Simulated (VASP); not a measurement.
Input:

```
CdS
1.0
    0.00000     2.97726     2.97726
    2.97726     0.00000     2.97726
    2.97726     2.97726     0.00000
Cd S
1 1
Direct
  0.00000   0.00000   0.00000
  0.25000   0.25000   0.25000
```

These are RPBE GGA, VASP's PBE PAW potentials (set 64) (plane waves; VASP) values and carry that method's errors. Settings: 520 eV cut-off, 8×8×8 Γ-centred mesh, Gaussian smearing of 0.050 eV, potentials Cd S.

Problem. What does the run give for the energy per atom (σ→0), pressure, band gap (on the k-mesh) with the smallest direct gap where there is one?

Solution. 
The band gap (on the k-mesh) is 1.20 eV, the smallest direct gap (on the k-mesh) is 1.20 eV and the energy per atom (σ→0) is -2.760 eV/atom. The pressure is 15.9 kbar.

Total energies compare only between runs with the same potentials, cut-off and functional.

The compound is CdS in the zinc blende structure, a metastable form; wurtzite is the usual one. This cell is one point of a volume scan, at 0.97 of the reference volume.
